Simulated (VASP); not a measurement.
Here is the system:

```
CELL_PARAMETERS angstrom
      0.00000     2.76759     2.76759
      2.76759     0.00000     2.76759
      2.76759     2.76759     0.00000
ATOMIC_POSITIONS crystal
  Ag 0.00000 0.00000 0.00000
  Cl 0.50000 0.50000 0.50000
```

Level of theory: r2SCAN meta-GGA, VASP's PBE PAW potentials (set 64) (plane waves; VASP). Run with 480 eV cut-off, 8×8×8 Γ-centred mesh, Gaussian smearing of 0.050 eV, potentials Ag Cl.

**Question.** What does the run give for the energy per atom (σ→0), band gap (on the k-mesh) with the smallest direct gap where there is one?

**Answer.** 
```json
{
 "band gap (on the k-mesh)": "1.42 eV",
 "smallest direct gap (on the k-mesh)": "3.72 eV",
 "energy per atom (σ→0)": "-14.321 eV/atom"
}
```

Only differences to runs with the same potentials and settings are physical.

The compound is AgCl in the rock salt structure. It was relaxed first.
